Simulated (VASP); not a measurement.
Calculation: PBE GGA, VASP's PBE PAW potentials (set 64) (plane waves; VASP 6.6.1).

VASP input:

INCAR:
```
SYSTEM = SrCl2
PREC = Accurate; ENCUT = 480; LREAL = F
LASPH = T
EDIFF = 1E-7; NELM = 100; ALGO = Normal
LMAXMIX = 4
ISMEAR = 0; SIGMA = 0.05
GGA = PE
ISIF = 2
LWAVE = F; LCHARG = F
```

KPOINTS:
```
K-points
0
G
 6 6 6
0 0 0
```

**POSCAR**
```
SrCl2
1
    0.0000000000     3.5228299531     3.5228299531
    3.5228299531     0.0000000000     3.5228299531
    3.5228299531     3.5228299531     0.0000000000
Sr Cl
1 2
Direct
  0.0000000000   0.0000000000   0.0000000000
  0.2500000000   0.2500000000   0.2500000000
  0.7500000000   0.7500000000   0.7500000000
```

POTCAR, in this order: Sr_sv Cl (PBE.64 set). Program: vasp_std.

Output

### OSZICAR
```
       N       E                     dE             d eps       ncg     rms          rms(c)
DAV:   1     0.153018404474E+03    0.15302E+03   -0.11132E+04   512   0.126E+03
DAV:   2    -0.348778719222E+01   -0.15651E+03   -0.15299E+03   704   0.241E+02
DAV:   3    -0.127631093234E+02   -0.92753E+01   -0.92671E+01   648   0.652E+01
DAV:   4    -0.130780150048E+02   -0.31491E+00   -0.31483E+00   960   0.959E+00
DAV:   5    -0.130792271259E+02   -0.12121E-02   -0.12121E-02   688   0.663E-01    0.122E+01
DAV:   6    -0.127721716217E+02    0.30706E+00   -0.82517E-01   688   0.518E+00    0.801E+00
DAV:   7    -0.127816427484E+02   -0.94711E-02   -0.45207E-01   784   0.419E+00    0.212E+00
DAV:   8    -0.127879040518E+02   -0.62613E-02   -0.61737E-02   656   0.150E+00    0.320E-01
DAV:   9    -0.127894169450E+02   -0.15129E-02   -0.26354E-03   752   0.310E-01    0.118E-01
DAV:  10    -0.127907540124E+02   -0.13371E-02   -0.11588E-03   608   0.226E-01    0.315E-02
DAV:  11    -0.127908326508E+02   -0.78638E-04   -0.10020E-04   800   0.580E-02    0.381E-02
DAV:  12    -0.127908412195E+02   -0.85687E-05   -0.12659E-05   672   0.203E-02    0.137E-02
DAV:  13    -0.127908445817E+02   -0.33622E-05   -0.98776E-06   648   0.171E-02    0.383E-03
DAV:  14    -0.127908444612E+02    0.12051E-06   -0.36974E-07   664   0.413E-03    0.314E-03
DAV:  15    -0.127908444405E+02    0.20743E-07   -0.32569E-08   584   0.126E-03
   1 F= -.12790844E+02 E0= -.12790844E+02  d E =-.501255E-22
```

File OUTCAR:
```
------------------------ aborting loop because EDIFF is reached ----------------------------------------
  FORCE on cell =-STRESS in cart. coord.  units (eV):
  Direction    XX          YY          ZZ          XY          YZ          ZX
  --------------------------------------------------------------------------------------
  Total       -0.0132119     -0.0132119     -0.0132119      0.0000000     -0.0000000      0.0000000
  in kB       -0.2420874     -0.2420874     -0.2420874      0.0000000     -0.0000000      0.0000000
  external PRESSURE =      -0.2420874 kB  Pullay stress =       0.0000000 kB
  volume of cell :       87.44
      direct lattice vectors                 reciprocal lattice vectors
     0.000000000  3.522829953  3.522829953    -0.141931347  0.141931347  0.141931347
     3.522829953  0.000000000  3.522829953     0.141931347 -0.141931347  0.141931347
     3.522829953  3.522829953  0.000000000     0.141931347  0.141931347 -0.141931347
 POSITION                                       TOTAL-FORCE (eV/Angst)
 -----------------------------------------------------------------------------------
      0.00000      0.00000      0.00000        -0.000000      0.000000      0.000000
      1.76141      1.76141      1.76141        -0.000000     -0.000000     -0.000000
      5.28424      5.28424      5.28424         0.000000      0.000000      0.000000
 -----------------------------------------------------------------------------------
    total drift:                                0.000000      0.000000      0.000000
  FREE ENERGIE OF THE ION-ELECTRON SYSTEM (eV)
  ---------------------------------------------------
  free  energy   TOTEN  =       -12.7908444405 eV

  energy  without entropy=      -12.7908444405  energy(sigma->0) =      -12.79084444
```
(Selected blocks of OUTCAR.)

The compound is SrCl2 in the fluorite structure. It was relaxed first.
